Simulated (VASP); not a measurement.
Given:

```
InSb
1.0
    0.00000     3.25920     3.25920
    3.25920     0.00000     3.25920
    3.25920     3.25920     0.00000
In Sb
1 1
Cartesian
  6.51840   6.51840   6.51840
  1.62960   1.62960   1.62960
```

Level of theory: PBEsol GGA, VASP's PBE PAW potentials (set 64) (plane waves; VASP 6.6.1). Numerical set-up: 480 eV cut-off, 10×10×10 Γ-centred mesh, first-order Methfessel-Paxton smearing of 0.10 eV, potentials In_d Sb.

Each row applies one change to this cell, which was relaxed at other settings and keeps the small stress of the first row; at a fixed cut-off the stress holds a Pulay part, so it need not integrate to ΔE exactly. Stress is in GPa, positive when the cell is compressed.

```tsv
change	ΔE (meV/atom)	σxx	σyy	σzz	largest shear component, with its sign (GPa)
none	0.0	0.04	0.04	0.04	0.00
biaxial strain of +1.5 % in the xz plane	4.1	-1.29	-0.89	-1.29	0.00
biaxial strain of +0.5 % in the xz plane	0.4	-0.43	-0.29	-0.43	0.00
isotropic strain of -1.0 %	4.7	1.44	1.44	1.44	0.00
uniaxial strain of -0.5 % along y	0.2	0.21	0.35	0.21	0.00
```

Failed runs are left out, and for metals the shear rows, which the mesh's noise covers.

The compound is InSb in the zinc blende structure.
